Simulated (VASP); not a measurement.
# C: cell size against the level of theory, part 2 of 2

Which functional gives the lattice of C as experiment finds it, and is a dearer one worth its cost? LASPH is on for some levels and off for others; the table marks which. The start is a cell from a database of measured crystal structures.

VASP 6.6.1, plane waves and PAW; the level of theory is named at each step.

So far. Step 2 (Relaxation with PBE): It ends with forces that vanish by symmetry and a pressure of 0.01 GPa. The volume lies +0.5 % from that of the database's start. The conventional cell has a = 3.573 Å. Step 3 (Relaxation with LDA): It ends at 5.534 Å³/atom, -2.4 % from the start, with -0.08 GPa left. The conventional cell has a = 3.538 Å.

### 4. Relaxation with r2SCAN

This step: r2SCAN; plane waves and PAW (C) (VASP 6.6.1).

r2SCAN adds the kinetic-energy density, costs more than a GGA and is run with LASPH.

INCAR

```
SYSTEM = C
PREC = Accurate
ENCUT = 560
EDIFF = 1E-06
NELM = 100
ISMEAR = -1
SIGMA = 0.05
LREAL = .FALSE.
ALGO = Normal
METAGGA = R2SCAN
LASPH = .TRUE.
NBANDS = 10
LORBIT = 11
LWAVE = .FALSE.
LCHARG = .FALSE.
KPAR = 2
IBRION = 2
NSW = 60
ISIF = 3
EDIFFG = -0.01
```

POSCAR

```
C
1.0
    0.0000000000      1.7833180000      1.7833180000
    1.7833180000      0.0000000000      1.7833180000
    1.7833180000      1.7833180000      0.0000000000
C
2
Direct
    0.7500000000      0.7500000000      0.7500000000
    0.5000000000      0.5000000000      0.5000000000
```

KPOINTS

```
Automatic mesh
0
Gamma
11 11 11
0 0 0
```

The projector-augmented-wave data sets are C (PBE family, release 64).

Command:

```console
> mpirun -np 2 vasp_std
```

What it wrote:

```text
[banner, memory and clock lines left out]
running    2 mpi-ranks, on    1 nodes
[...]
[... a notice as in an earlier step ...]

 LDA part: xc-table for (None), standard interpolation
 POSCAR, INCAR and KPOINTS ok, starting setup
[...]
entering main loop
       N       E                     dE             d eps       ncg     rms          rms(c)
DAV:   1     0.459420748460E-01    0.45942E-01   -0.52409E+03  1160   0.840E+02
DAV:   2    -0.216090078008E+02   -0.21655E+02   -0.20956E+02  1554   0.140E+02
DAV:   3    -0.219469045899E+02   -0.33790E+00   -0.33736E+00  1334   0.142E+01
DAV:   4    -0.219475564236E+02   -0.65183E-03   -0.65180E-03  1198   0.680E-01
[...]
DAV:   8    -0.196595638131E+02   -0.88218E-03   -0.36433E-03  1250   0.573E-01    0.397E-01
DAV:   9    -0.196599196641E+02   -0.35585E-03   -0.15669E-04  1180   0.159E-01    0.121E-02
DAV:  10    -0.196599199891E+02   -0.32507E-06   -0.28507E-06  1352   0.148E-02
   1 F= -.19659920E+02 E0= -.19659920E+02  d E =-.196599E+02
[...]
DAV:   1    -0.196596916380E+02    0.22803E-03   -0.18322E-02  1206   0.120E+00    0.109E-01
DAV:   2    -0.196598478421E+02   -0.15620E-03   -0.35695E-04  1164   0.175E-01    0.720E-02
DAV:   3    -0.196598105797E+02    0.37262E-04   -0.74795E-05  1188   0.681E-02    0.757E-03
DAV:   4    -0.196598116846E+02   -0.11049E-05   -0.12249E-06  1156   0.112E-02    0.255E-03
DAV:   5    -0.196598120845E+02   -0.39990E-06   -0.51165E-08   574   0.253E-03
   2 F= -.19659812E+02 E0= -.19659812E+02  d E =0.107905E-03
 trial-energy change:    0.000108  1 .order    0.000131   -0.001004    0.001267
 step:   0.4576(harm=  0.4421)  dis= 0.00000  next Energy=   -19.660152 (dE=-0.232E-03)
[...]
N       E                     dE             d eps       ncg     rms          rms(c)
DAV:   1    -0.196601228707E+02   -0.31119E-03   -0.53223E-03  1198   0.645E-01    0.592E-02
DAV:   2    -0.196601714333E+02   -0.48563E-04   -0.10525E-04  1166   0.948E-02    0.390E-02
DAV:   3    -0.196601567168E+02    0.14716E-04   -0.21603E-05  1182   0.366E-02    0.416E-03
DAV:   4    -0.196601564187E+02    0.29811E-06   -0.35328E-07   690   0.609E-03
   3 F= -.19660156E+02 E0= -.19660156E+02  d E =-.236430E-03
[...]
reached required accuracy - stopping structural energy minimisation
```

Wall time 14 s (2 MPI ranks of Intel Xeon 6975P-C (Granite Rapids), shared host); peak memory 0.22 GiB.

From OUTCAR (step 4):

```text
  Total        0.0011137      0.0011137      0.0011137     -0.0000000     -0.0000000     -0.0000000
  in kB        0.1579306      0.1579306      0.1579306     -0.0000000     -0.0000000     -0.0000000
  external PRESSURE =       0.1579306 kB  Pullay stress =       0.0000000 kB

 POSITION                                       TOTAL-FORCE (eV/Angst)
 -----------------------------------------------------------------------------------
      2.67150      2.67150      2.67150        -0.000000     -0.000000     -0.000000
      1.78100      1.78100      1.78100         0.000000      0.000000      0.000000
 -----------------------------------------------------------------------------------
    total drift:                                0.000000     -0.000000      0.000000

  FREE ENERGIE OF THE ION-ELECTRON SYSTEM (eV)
  ---------------------------------------------------
  free  energy   TOTEN  =       -19.6601564187 eV

  energy  without entropy=      -19.6601564187  energy(sigma->0) =      -19.66015642

[... 2 parts as in an earlier step ...]

[... 2 further parts left out ...]
[key lines of the parts left out:]
E-fermi :  10.8238
```

The PAW data sets were made with PBE, which is usual practice but a small mismatch for other functionals.

The steps of the relaxation:

| step | energy less that of the first step (eV) | largest force (eV/Å) | pressure (GPa) | volume (Å³) |
| --- | --- | --- | --- | --- |
| 1 | 0.0000 | 0.0000 | -1.66 | 11.34 |
| 2 | 0.0001 | 0.0000 | 2.12 | 11.25 |
| 3 | -0.0002 | 0.0000 | 0.02 | 11.30 |

| conventional cell, symmetrised | before | after | change |
| --- | --- | --- | --- |
| a (Å) | 3.567 | 3.562 | -0.1 % |
| b (Å) | 3.567 | 3.562 | -0.1 % |
| c (Å) | 3.567 | 3.562 | -0.1 % |
| volume (Å³/atom) | 5.67 | 5.65 | -0.4 % |

The relaxed structure:

```
C
1.0
     0.00000    1.78100    1.78100
     1.78100    0.00000    1.78100
     1.78100    1.78100    0.00000
C
2
Direct
  0.75000 0.75000 0.75000
  0.50000 0.50000 0.50000
```

It ends at 5.649 Å³/atom, -0.4 % from the start, with 0.02 GPa left. The conventional cell has a = 3.562 Å.

### 5. Relaxation with PBE + D3(BJ)

This step: PBE with D3(BJ); plane waves and PAW (C) (VASP 6.6.1).

A dispersion term adds the long-range attraction that semilocal functionals lack. D3 with Becke-Johnson damping keeps a finite attraction at short range.

INCAR: that of step 4 with these lines changed.

```diff
@@ -9,4 +9,4 @@
 ALGO = Normal
-METAGGA = R2SCAN
-LASPH = .TRUE.
+GGA = PE
+IVDW = 12
 NBANDS = 10
```

POSCAR is that of step 4.

KPOINTS is that of step 4.

Command:

```console
> mpirun -np 2 vasp_std
```

What it wrote:

```text
[... set-up lines as in an earlier step ...]
 entering main loop
       N       E                     dE             d eps       ncg     rms          rms(c)
[... 11 cycles as in an earlier step ...]
   1 F= -.18569532E+02 E0= -.18569532E+02  d E =-.185695E+02
[...]
N       E                     dE             d eps       ncg     rms          rms(c)
DAV:   1    -0.181812700967E+02    0.56284E-02   -0.76290E-02  1194   0.245E+00    0.252E-01
DAV:   2    -0.181804208410E+02    0.84926E-03   -0.90259E-04  1194   0.259E-01    0.141E-01
DAV:   3    -0.181800644801E+02    0.35636E-03   -0.57471E-04  1174   0.176E-01    0.203E-02
DAV:   4    -0.181800644378E+02    0.42377E-07   -0.71442E-06  1208   0.256E-02
   2 F= -.18569087E+02 E0= -.18569087E+02  d E =0.444988E-03
 trial-energy change:    0.000445  1 .order    0.000489   -0.003794    0.004773
 step:   0.4506(harm=  0.4429)  dis= 0.00000  next Energy=   -18.570391 (dE=-0.859E-03)
[...]
N       E                     dE             d eps       ncg     rms          rms(c)
DAV:   1    -0.181852628712E+02   -0.51984E-02   -0.22755E-02  1196   0.133E+00    0.138E-01
DAV:   2    -0.181850073969E+02    0.25547E-03   -0.26753E-04  1188   0.141E-01    0.775E-02
DAV:   3    -0.181848967434E+02    0.11065E-03   -0.17179E-04  1174   0.962E-02    0.107E-02
DAV:   4    -0.181848964255E+02    0.31786E-06   -0.21794E-06  1180   0.141E-02
   3 F= -.18570391E+02 E0= -.18570391E+02  d E =-.858319E-03
[...]
reached required accuracy - stopping structural energy minimisation
```

The job ended after 3.8 s (2 MPI ranks; peak memory 0.24 GiB).

Parts of OUTCAR (step 5):

```text
 Edisp (eV)   -0.38902

 Edisp (eV)   -0.38549

  Total      -0.00023    -0.00023    -0.00023    -0.00000     0.00000     0.00000
  in kB      -0.03332    -0.03332    -0.03332    -0.00000     0.00000     0.00000
  external pressure =       -0.03 kB  Pullay stress =        0.00 kB

 POSITION                                       TOTAL-FORCE (eV/Angst)
 -----------------------------------------------------------------------------------
      2.66832      2.66832      2.66832        -0.000000     -0.000000     -0.000000
      1.77888      1.77888      1.77888         0.000000      0.000000      0.000000
 -----------------------------------------------------------------------------------
    total drift:                                0.000000     -0.000000      0.000000

  FREE ENERGIE OF THE ION-ELECTRON SYSTEM (eV)
  ---------------------------------------------------
  free  energy   TOTEN  =       -18.5703906010 eV

  energy  without entropy=      -18.5703906009  energy(sigma->0) =      -18.57039060

[... 2 parts as in an earlier step ...]

[... 2 further parts left out ...]
[key lines of the parts left out:]
E-fermi :  10.7691
```

Step by step:

| step | energy less that of the first step (eV) | largest force (eV/Å) | pressure (GPa) | volume (Å³) |
| --- | --- | --- | --- | --- |
| 1 | 0.0000 | 0.0000 | -3.23 | 11.34 |
| 2 | 0.0004 | 0.0000 | 4.14 | 11.16 |
| 3 | -0.0009 | 0.0000 | 0.00 | 11.26 |

| conventional cell, symmetrised | before | after | change |
| --- | --- | --- | --- |
| a (Å) | 3.567 | 3.558 | -0.2 % |
| b (Å) | 3.567 | 3.558 | -0.2 % |
| c (Å) | 3.567 | 3.558 | -0.2 % |
| volume (Å³/atom) | 5.67 | 5.63 | -0.7 % |

Final coordinates:

```xyz
2
Lattice="0.0000 1.7789 1.7789 1.7789 0.0000 1.7789 1.7789 1.7789 0.0000" Properties=species:S:1:pos:R:3 pbc="T T T"
C     2.6683    2.6683    2.6683
C     1.7789    1.7789    1.7789
```

It ends at 5.629 Å³/atom, -0.7 % from the start, with 0.00 GPa left. The conventional cell has a = 3.558 Å. Against plain PBE, the dispersion term moves a by -0.4 %.

### 6. The cells as a table

This step: relaxed cells at several levels; plane waves and PAW (VASP 6.6.1).

No new run; the numbers come from the runs before.

Lengths are those of the conventional cell; cost is the wall time of each run, as given at its step, times its ranks, without the set-up around it; LASPH differs between rows, which moves results and costs too. Results by level, by row:

| level | volume (Å³/atom) | change from the start (%) | a (Å) | cost (core minutes) | LASPH |
| --- | --- | --- | --- | --- | --- |
| PBE | 5.7 | 0.5 | 3.573 | 0.12 | off |
| LDA | 5.53 | -2.4 | 3.538 | 0.133 | off |
| r2SCAN | 5.65 | -0.4 | 3.562 | 0.46 | on |
| PBE + D3(BJ) | 5.63 | -0.7 | 3.558 | 0.127 | off |

### 7. Results

* volume, PBE: 5.699 Å³/atom
* volume, LDA: 5.534 Å³/atom
* volume, r2SCAN: 5.649 Å³/atom
* volume, PBE + D3(BJ): 5.629 Å³/atom

For C the levels give volumes between 5.534 Å³/atom (LDA) and 5.699 Å³/atom (PBE), a spread of 3.0 %, while the cost of the finished runs spans a factor of 3.8. Within 1 % of experiment on every length: PBE, LDA, r2SCAN and PBE + D3(BJ). The nearest, r2SCAN, took 3.8 times the core time of PBE and lowers the largest miss from 0.15 to 0.14 %. Thermal and zero-point expansion, often some tenths of a per cent in length, bear on this order: with the measured lengths lowered by an assumed 0.4 % the nearest becomes PBE + D3(BJ). The costs hold the number of ionic steps as well as the price of the functional. Adding D3(BJ) to PBE changes the volume by -1.2 % (a by -0.4 %). Within 0.02 Å all end in space group Fd-3m; the runs can't lower the symmetry of the start. LASPH is on for some levels and off for others, so differences between them are not the functional's alone. Each is a single relaxation on the plane waves of the start cell, so larger changes of volume carry a basis-set error that was not tested here.

Computed beside measured:

| quantity | measured | PBE | LDA | r2SCAN | PBE + D3(BJ) |
| --- | --- | --- | --- | --- | --- |
| lattice constant a (Å) | 3.567 | 3.573 (+0.2 %) | 3.538 (-0.8 %) | 3.562 (-0.1 %) | 3.558 (-0.3 %) |

Measured values from pmc:9553866 (2022).

Verdict: For the lattice constant a, of the levels listed nearest comes r2SCAN (-0.1 %, good agreement) and farthest LDA (-0.8 %, fair agreement). The grades are ours: good and fair within 0.7 and 1.5 % for the lattice constant a. Zero-point motion and thermal expansion are not in the computed lattice constants.

[Lines on the potential files, build, host, timing and source positions are cut from VASP's logs without a mark.]

[Logs are printed without paths, hosts, clocks, repeated set-up lines and the standing remarks that a program may print on its own settings, such as how far it seeks lower states.]

[Hosts, paths, dates, database ids (printed as entryN), source tags and the programs' standing remarks are cut or masked in the printed files.]

[A measured line is paired with the nearest computed mode of its activity, which favours agreement.]
